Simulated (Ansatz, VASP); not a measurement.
# SiC (Moissanite) in two plane-wave programs

Aim: how closely do two programs agree when they are given the same cell, functional and k mesh? Of the first pair: The structure shown is the end of the Ansatz relaxation below.

Method: plane waves, with VASP 6.6.1 beside it; single point at PBE and zone-centre phonons at PBE, in Ansatz 0.2.0.

**1. The structure**

Symmetry: P6_3mc, No. 186, hexagonal system. The conventional cell has a = 3.152 Å, b = 3.152 Å, c = 5.175 Å, α = 90.00°, β = 90.00°, γ = 120.00°. Nearest to C lie 4 Si at 1.93 to 1.95 Å. Nearest to Si lie 4 C at 1.93 to 1.95 Å. Farther neighbours are not listed.

Structure file:

```cif
data_structure
_symmetry_space_group_name_H-M 'P 1'
_symmetry_Int_Tables_number 1
_cell_length_a 3.1520
_cell_length_b 3.1520
_cell_length_c 5.1755
_cell_angle_alpha 90.000
_cell_angle_beta 90.000
_cell_angle_gamma 120.000
_cell_volume 44.53
loop_
_atom_site_label
_atom_site_type_symbol
_atom_site_fract_x
_atom_site_fract_y
_atom_site_fract_z
_atom_site_occupancy
C1 C 0.33333 0.66667 0.38047 1
C2 C 0.66667 0.33333 0.88047 1
Si3 Si 0.33333 0.66667 0.00453 1
Si4 Si 0.66667 0.33333 0.50453 1
```

**2. Ansatz: relaxation, PBE**

Ansatz runs on its PAW soft_1 files.

This run makes the geometry at which the two programs are then compared.

The input, input.yaml:

```yaml
crystal:
  lattice:
    - [3.1521906278, 0.0, 0.0]
    - [-1.5760953139, 2.7298771612, 0.0]
    - [0.0, 0.0, 5.1749143159]
  atoms:
    - { symbol: C, position: [0.3333333333, 0.6666666667, 0.3804474465] }
    - { symbol: C, position: [0.6666666667, 0.3333333333, 0.8804474465] }
    - { symbol: Si, position: [0.3333333333, 0.6666666667, 0.0045525535] }
    - { symbol: Si, position: [0.6666666667, 0.3333333333, 0.5045525535] }
kpoints:
  mp_grid: { grid: [12, 12, 6] }
hamiltonian:
  xc: pbe
  pseudopotentials: { kind: paw, azcp: { folder: soft_1 } }
scf:
  occupations: { method: fixed }
output:
  forces: true
  stress: true
  eigenvalues: true
relax:
  adjacent_minimum: "off"
  f_tol: 0.001
  max_steps: 60
  cell: { stress_tol: 0.01, fix: [volume] }
```

Run with:

```bash
> ansatz run input.yaml --threads 4 --pin off --max-ram 16384MiB --backend cpu --events-out ev --progress --plain --runs-dir out
```

Numbers of over 12 decimals in the logs are rounded to 6 here.

Output:

```text
Engine: ansatz 0.2.0, x86_64-unknown-linux-gnu
Pseudopotentials: kind: paw
Pseudopotential: C, paw, valence charge 4, recommended cutoff 420 eV (normal), soft_1/C.paw.azcp
Pseudopotential: Si, paw, valence charge 4, recommended cutoff 420 eV (normal), soft_1/Si.paw.azcp
Functional definition: PBE
  parameter kappa = 0.804
  parameter beta = 0.066725
  exchange = pbe_x(kappa = kappa, mu = beta*pi^2/3)
  correlation = pbe_c(beta = beta)
Crystal: 4 atoms, lattice volume = 44.531 Å³
Basis set: ecut = 420 eV, 869 PW (Γ), exchange–correlation on 48×48×72 points (8 copies of the dense FFT grid, shifted against one another)
Bands: 12, of which v1, the nominal top of the filled ones, is band 8 counted from 1 (7 counted from 0)
Symmetry: 12 space group operations
Space group: P63mc (ITA 186), of the structure as read, at distance tolerance 3.5e-5 Å
k-points: 76 of 864 (time reversal used)
Non-local potential: C, projectors of the file, l = 0: 2, l = 1: 2, l = 2: 1
Non-local potential: Si, projectors of the file, l = 0: 2, l = 1: 2, l = 2: 1
PAW form: soft (Blöchl's): semilocal exchange-correlation on the pseudo side does not see the compensation charge
PAW one-centre angular grid: C, 110 points (default); XC on 64 Gauss nodes
PAW one-centre angular grid: Si, 110 points (default); XC on 64 Gauss nodes
Initial density: superposition of atomic densities (chi_scale 0.1, normalization cell, long waves kept (reshape's long-wave potential 0.00 eV rms))
Initial wavefunctions: pseudopotential atomic-orbital guess
Functional: x = pbe(κ = 0.804, μ = 0.219515), c = pbe(β = 0.066725)
SCF iter   1: F=—  HF=-1776.849229 eV  |F-HF|=—  |Δ(HF+E_count)|=         —  Δρ=1.25e-1  dr2=8.82e0  ethr=3.10e-3  ⟨swp⟩=4.4  Hψ=5305  notcnv=0  defer=133
preconditioner: auto → none  [insulator: Δε(μ)=4.295 eV  Ē_g=12.132 eV  n_scr=2 (ndim 8)  ℏωp=22.3 eV  f_vac=0.000  ε∞_Penn≈4.4]
SCF iter   2: F=—  HF=-1774.411325 eV  |F-HF|=—  |Δ(HF+E_count)|=    2.44e0  Δρ=4.97e-2  dr2=7.44e-1  ethr=3.10e-3  ⟨swp⟩=3.9  Hψ=2866  notcnv=0  defer=143
SCF iter   3: F=—  HF=-1774.226841 eV  |F-HF|=—  |Δ(HF+E_count)|=   1.84e-1  Δρ=1.93e-2  dr2=8.99e-2  ethr=3.10e-3  ⟨swp⟩=2.3  Hψ=1875  notcnv=0  defer=143
SCF iter   4: F=—  HF=-1774.222862 eV  |F-HF|=—  |Δ(HF+E_count)|=   3.98e-3  Δρ=1.21e-3  dr2=5.36e-4  ethr=5.62e-4  ⟨swp⟩=2.0  Hψ=1090  notcnv=0  defer=150
SCF iter   5: F=—  HF=-1774.223114 eV  |F-HF|=—  |Δ(HF+E_count)|=   2.52e-4  Δρ=2.55e-4  dr2=9.50e-6  ethr=3.35e-6  ⟨swp⟩=2.2  Hψ=1625  notcnv=0  defer=150
SCF iter   6: F=—  HF=-1774.223052 eV  |F-HF|=—  |Δ(HF+E_count)|=   6.15e-5  Δρ=8.93e-5  dr2=1.89e-6  ethr=5.94e-8  ⟨swp⟩=2.0  Hψ=1520  notcnv=0  defer=18
SCF iter   7: F=-1774.223051 eV  HF=-1774.223052 eV  |F-HF|=3.82e-8  |Δ(HF+E_count)|=   5.33e-7  Δρ=2.05e-5  dr2=9.19e-8  ethr=6.25e-10  ⟨swp⟩=6.1  Hψ=6228  notcnv=0
SCF 1 converged in 7 iterations: F = -1774.223051 eV  dr2 = 9.19e-8
  greatest PAW one-centre occupation: 0.640 electrons in one spin orbital (limit 2), on the C atom at site 1 (counted from 0), in its partial waves of l = 0
relax step   1: F+E_penalty+E_count = -1774.22305150 eV  Δ(F+E_penalty+E_count) = +0.000e0 eV  max|allowed force component| = 3.884e-3 eV/Å  Δτ_max = 0.0000 Å  P = -11.091 GPa  Ω = 44.531 Å³  fix = [volume]  reactions: volume -11.091 GPa  (7 SCF iters, dr2 threshold 1.00e-7 eV, accepted)
[...]
relax step   2: F+E_penalty+E_count = -1774.22305264 eV  Δ(F+E_penalty+E_count) = -1.137e-6 eV  max|allowed force component| = 3.856e-3 eV/Å  Δτ_max = 0.0000 Å  P = -11.091 GPa  Ω = 44.531 Å³  energy of the carried Pulay correction = -6.249e-18 eV  fix = [volume]  reactions: volume -11.091 GPa  (3 SCF iters, dr2 threshold 8.68e-9 eV, accepted)
[...]
relax step   3: F+E_penalty+E_count = -1774.22305327 eV  Δ(F+E_penalty+E_count) = -6.383e-7 eV  max|allowed force component| = 2.272e-3 eV/Å  Δτ_max = 0.0001 Å  P = -11.091 GPa  Ω = 44.531 Å³  energy of the carried Pulay correction = +1.250e-17 eV  fix = [volume]  reactions: volume -11.091 GPa  (3 SCF iters, dr2 threshold 9.29e-10 eV, accepted)
[...]
relax step   4: F+E_penalty+E_count = -1774.22305361 eV  Δ(F+E_penalty+E_count) = -3.393e-7 eV  max|allowed force component| = 4.816e-6 eV/Å  Δτ_max = 0.0001 Å  P = -11.091 GPa  Ω = 44.531 Å³  fix = [volume]  reactions: volume -11.091 GPa  (4 SCF iters, dr2 threshold 3.23e-10 eV, accepted)
[...]
relax step   5: F+E_penalty+E_count = -1774.22305400 eV  Δ(F+E_penalty+E_count) = -3.916e-7 eV  max|allowed force component| = 9.349e-6 eV/Å  Δτ_max = 0.0000 Å  P = -11.091 GPa  Ω = 44.531 Å³  fix = [volume]  reactions: volume -11.091 GPa  stress off target by 2.11e-3 GPa on what of the cell is left free  SCF on the basis re-selected at this cell (its energy is not comparable with the rows above)  (5 SCF iters)
basis re-selected at this cell: Δ(F+E_penalty+E_count) = -3.916e-7 eV, ΔP = -0.000 GPa vs the last step (what re-selecting the basis moved, of the pressure what is left beyond the Pulay correction that the steps carried, after the strain that the cell walked since its last selection, with what the two solves' SCF thresholds leave and, on support functions, any second-order correction that the steps lacked; it is no m [...]
SCF converged after 5 iterations
Free energy (F): -1774.223054 eV
Harris-Foulkes:  -1774.223054 eV  (|F-HF|=1.36e-12)
Internal energy: -1774.223054 eV  (E = F + TS)
E sigma→0 (E₀):  -1774.223054 eV
Fermi energy:    8.717173 eV
--- Per-component energies (eV) ---
  E_band       = 46.057217
  E_kinetic    = 259.254898
  E_local      = -201.962071  (includes V_loc(G=0)·N_el)
  E_nonlocal   = 88.906417
  E_hartree    = 66.059523
  E_xc         = -208.827974
  E_vxc        = -214.130553  (∫ρ·V_xc dr)
  E_paw        = -1222.636549  (= ΣΔE_a)
  E_vpaw       = -18.130632  (= ΣTr[D̂ρ^β])
  E_aug_tail   = 0.000112  (compensation charges beyond the density's cutoff)
  E_ewald      = -555.017410
  E_smearing   = -0.000000  (= −TS)
  E_closure    = 0.000000  (closes the sum)
  Σ components = -1774.223054   (vs F -1774.223054, Δ=0.00e0)
--- Forces (eV/Å), atoms counted from 1 ---
  atom   1  C      0.00000000    -0.00000000     0.00000966
  atom   2  C     -0.00000000     0.00000000     0.00000966
  atom   3  Si    -0.00000000    -0.00000000    -0.00000904
  atom   4  Si    -0.00000000     0.00000000    -0.00000904
  max |Σ_I F_I| component: 1.26e-6 eV/Å
--- Stress (GPa, compression-positive) ---
      -11.091599       0.000000      -0.000000
       -0.000000     -11.091599       0.000000
       -0.000000       0.000000     -11.088432
  P = ⅓ Tr σ = -11.0905 GPa (-110.905 kbar)
--- Band table (eV; the first three rows and the last of 76) ---
  k-point 0: bands = [... 4 lower, 7.4403, 8.6130, 8.7172, 8.7172, 12.9166, 14.1079, 14.9662, 14.9662]
  k-point 1: bands = [... 4 lower, 7.5135, 7.8780, 8.6166, 8.6166, 13.0399, 14.6533, 15.0262, 15.0262]
  k-point 2: bands = [... 4 lower, 7.7208, 7.7208, 8.3547, 8.3547, 13.4038, 14.7016, 15.2492, 15.2492]
  k-point 75: bands = [... 4 lower, 3.4400, 3.4400, 7.0256, 7.0256, 13.4229, 13.4229, 14.6028, 14.6028]
--- Relaxed structure (4 steps of the walk, 4 accepted, 1 SCFs on fresh bases) ---
  F+E_penalty+E_count = -1774.22305400 eV   max|allowed force component| = 9.349e-6 eV/Å   (the final SCF, on the basis selected at the relaxed cell)
  cell:  # Å, volume = 44.5306 Å³
    - [3.152017, 0, 0]
    - [-1.576008, 2.729727, 0]
    - [0, 0, 5.175485]
  atoms:
    - { symbol: C, position: [0.333333, 0.666667, 0.380466] }
    - { symbol: C, position: [0.666667, 0.333333, 0.880466] }
    - { symbol: Si, position: [0.333333, 0.666667, 0.0045339] }
    - { symbol: Si, position: [0.666667, 0.333333, 0.504534] }
```

The column dr2 measures how far the density is from self-consistency, as an energy; F and HF (Harris–Foulkes) agree once it is small.

**3. VASP: single point, PBE**

The same cell, functional and mesh now go to VASP, with its own data sets.

Lines of VASP's logs that name or quote its potential files are left out, and so is its time.

The input, INCAR:

```
SYSTEM = SiC
PREC = Accurate
ENCUT = 600
EDIFF = 1E-06
NELM = 120
ISMEAR = 0
SIGMA = 0.01
LREAL = .FALSE.
ALGO = Normal
GGA = PE
NBANDS = 14
LORBIT = 11
LWAVE = .FALSE.
LCHARG = .FALSE.
ISIF = 2
LASPH = .TRUE.
GGA_COMPAT = .FALSE.
EFERMI = MIDGAP
KPAR = 2
```

The input, POSCAR:

```
SiC
1.0
    3.1520167017      0.0000000000      0.0000000000
   -1.5760083508      2.7297265368      0.0000000000
    0.0000000000      0.0000000000      5.1754854280
C Si
2 2
Direct
    0.3333333334      0.6666666668      0.3804661014
    0.6666666668      0.3333333334      0.8804661014
    0.3333333334      0.6666666668      0.0045338986
    0.6666666668      0.3333333334      0.5045338986
```

The input, KPOINTS:

```
Automatic mesh
0
Gamma
12 12 6
0 0 0
```

The projector-augmented-wave data sets are C and Si (PBE family, release 64).

Run with:

```bash
> mpirun -np 2 vasp_std
```

Output:

```text
[banner, memory and clock lines left out]
running    2 mpi-ranks, on    1 nodes
 distrk:  each k-point on    1 cores,    2 groups
 distr:  one band on    1 cores,    1 groups

 POSCAR found type information on POSCAR C Si
 POSCAR found :  2 types and       4 ions
 LDA part: xc-table for (Slater+PW92), standard interpolation
 POSCAR, INCAR and KPOINTS ok, starting setup
 FFT: planning ... GRIDC
 FFT: planning ... GRID_SOFT
 FFT: planning ... GRID
 WAVECAR not read
 entering main loop
       N       E                     dE             d eps       ncg     rms          rms(c)
DAV:   1     0.355431081477E+02    0.35543E+02   -0.78309E+03  2128   0.114E+03
DAV:   2    -0.298962345597E+02   -0.65439E+02   -0.59086E+02  2982   0.177E+02
DAV:   3    -0.333153720407E+02   -0.34191E+01   -0.33943E+01  2956   0.383E+01
DAV:   4    -0.333521821593E+02   -0.36810E-01   -0.36800E-01  2350   0.477E+00
DAV:   5    -0.333526761502E+02   -0.49399E-03   -0.49385E-03  2956   0.531E-01    0.114E+01
DAV:   6    -0.300751669922E+02    0.32775E+01   -0.81331E+00  2716   0.172E+01    0.505E+00
DAV:   7    -0.300371229727E+02    0.38044E-01   -0.91469E-01  2914   0.586E+00    0.231E+00
DAV:   8    -0.300222655259E+02    0.14857E-01   -0.45824E-02  2470   0.148E+00    0.576E-01
DAV:   9    -0.300210213264E+02    0.12442E-02   -0.77607E-03  2782   0.612E-01    0.130E-01
DAV:  10    -0.300213403929E+02   -0.31907E-03   -0.96293E-04  2730   0.197E-01    0.589E-02
DAV:  11    -0.300213687503E+02   -0.28357E-04   -0.13542E-04  2422   0.845E-02    0.132E-02
DAV:  12    -0.300213700206E+02   -0.12703E-05   -0.66004E-06  2764   0.185E-02    0.367E-03
DAV:  13    -0.300213706647E+02   -0.64409E-06   -0.40076E-07  1748   0.472E-03
   1 F= -.30021371E+02 E0= -.30021371E+02  d E =0.000000E+00
```

OUTCAR, selected parts (step 3):

```text
ion  position               nearest neighbor table
   1  0.333  0.667  0.380-   4 1.93   4 1.93   4 1.93   3 1.95
   2  0.667  0.333  0.880-   3 1.93   3 1.93   3 1.93   4 1.95
   3  0.333  0.667  0.005-   2 1.93   2 1.93   2 1.93   1 1.95
   4  0.667  0.333  0.505-   1 1.93   1 1.93   1 1.93   2 1.95

  LATTYP: Found a hexagonal cell.
 ALAT       =     3.1520167017
 C/A-ratio  =     1.6419600268

 Subroutine GETGRP returns: Found 12 space group operations
 (whereof  6 operations were pure point group operations)

The static configuration has the point symmetry C_3v.
 The point group associated with its full space group is C_6v.

 Found     76 irreducible k-points:

   k-points           NKPTS =     76   k-points in BZ     NKDIM =     76   number of bands    NBANDS=     14

   dimension x,y,z NGX =    28 NGY =   28 NGZ =   42
   dimension x,y,z NGXF=    56 NGYF=   56 NGZF=   84

   ENCUT  =  600.0 eV  44.10 Ry    6.64 a.u.   6.30  6.30 10.34*2*pi/ulx,y,z

   NELECT =      16.0000    total number of electrons

 k-points in reciprocal lattice and weights: Automatic mesh
   0.00000000  0.00000000  0.00000000       0.001
   0.08333333  0.00000000  0.00000000       0.007
   0.16666667  0.00000000  0.00000000       0.007
   0.25000000  0.00000000  0.00000000       0.007
   0.33333333  0.00000000  0.00000000       0.007
   0.41666667  0.00000000  0.00000000       0.007
   0.50000000  0.00000000  0.00000000       0.003
   0.08333333  0.08333333  0.00000000       0.007
   0.16666667  0.08333333  0.00000000       0.014
[...]
0.33333333  0.25000000  0.50000000       0.014
   0.33333333  0.33333333  0.50000000       0.002

 average (electrostatic) potential at core
       1 -45.7942       2 -45.7942       3 -81.3728       4 -81.3728

 E-fermi :   8.6434

 k-point     1 :       0.0000    0.0000    0.0000
  band No.  band energies     occupation
    ...
      4       6.1643      2.00000
      5       6.1643      2.00000
      6       7.3361      2.00000
      7       7.4410      2.00000
      8       7.4410      2.00000
      9      11.6467      0.00000
     10      12.8511      0.00000
     11      13.6890      0.00000
     12      13.6890      0.00000
     13      14.5912      0.00000
    ...

 k-point     2 :       0.0833    0.0000    0.0000
  band No.  band energies     occupation
    ...
      4       5.4970      2.00000
      5       5.9681      2.00000
      6       6.9685      2.00000
      7       7.2581      2.00000
      8       7.3710      2.00000
      9      12.0852      0.00000
     10      13.0301      0.00000
     11      13.5513      0.00000
     12      13.9197      0.00000
     13      14.7628      0.00000
    ...

 k-point     3 :       0.1667    0.0000    0.0000
  band No.  band energies     occupation
    ...
      4       4.0729      2.00000
      5       5.5207      2.00000
      6       5.8546      2.00000
      7       6.9821      2.00000
      8       7.1504      2.00000
      9      11.9601      0.00000
     10      13.5246      0.00000
     11      14.0796      0.00000
     12      14.2486      0.00000
     13      14.4211      0.00000
    ...

  Total       -3.1186663     -3.1186663     -3.1171951     -0.0000000      0.0000000      0.0000000
  in kB     -112.2072042   -112.2072042   -112.1542717     -0.0000000      0.0000000      0.0000000
  external PRESSURE =    -112.1895600 kB  Pullay stress =       0.0000000 kB

  energy-cutoff  :      600.00
  volume of cell :       44.53
      direct lattice vectors                 reciprocal lattice vectors
     3.152016702  0.000000000  0.000000000     0.317257202  0.183168531  0.000000000
    -1.576008351  2.729726537  0.000000000     0.000000000  0.366337062  0.000000000
     0.000000000  0.000000000  5.175485428     0.000000000  0.000000000  0.193218591

 POSITION                                       TOTAL-FORCE (eV/Angst)
 -----------------------------------------------------------------------------------
      0.00000      1.81982      1.96910        -0.000000      0.000000     -0.000118
      1.57601      0.90991      4.55684        -0.000000     -0.000000     -0.000118
      0.00000      1.81982      0.02347        -0.000000     -0.000000      0.000118
      1.57601      0.90991      2.61121         0.000000     -0.000000      0.000118
 -----------------------------------------------------------------------------------
    total drift:                               -0.000000     -0.000000     -0.000068

  FREE ENERGIE OF THE ION-ELECTRON SYSTEM (eV)
  ---------------------------------------------------
  free  energy   TOTEN  =       -30.0213706647 eV

  energy  without entropy=      -30.0213706647  energy(sigma->0) =      -30.02137066

 total charge
# of ion       s       p       d       tot
------------------------------------------
    1        0.829   1.644   0.000   2.473
    2        0.829   1.644   0.000   2.473
    3        0.703   0.915   0.000   1.618
    4        0.703   0.915   0.000   1.618
--------------------------------------------------
tot          3.064   5.117   0.000   8.181

[... 3 further parts left out ...]
```

The run ends at a pressure of -11.22 GPa, with forces up to 1.2e-4 eV/Å.

**4. Side by side**

Known differences besides the potentials themselves: fixed occupations in Ansatz, narrow Gaussian smearing in VASP; the cutoff is 420 eV in Ansatz and 600 eV in VASP; Ansatz's pressure holds a Pulay correction, VASP's none. Total energies have different zeros and are not compared.

Both answers:

```tsv
quantity	Ansatz	VASP	difference
pressure (GPa)	-11.09	-11.22	+0.13
gap on the k mesh (eV)	2.408	2.405	+0.003
```

A gap on the mesh is an upper bound, since the band edges may lie between its points.

(Part 1 of 2 ends here.)

[Lines on the potential files, build, host, timing and source positions are cut from VASP's logs without a mark.]

[Logs are printed without paths, hosts, clocks, repeated set-up lines and the standing remarks that a program may print on its own settings, such as how far it seeks lower states.]

[Hosts, paths, dates, database ids (printed as entryN), source tags and the programs' standing remarks are cut or masked in the printed files.]
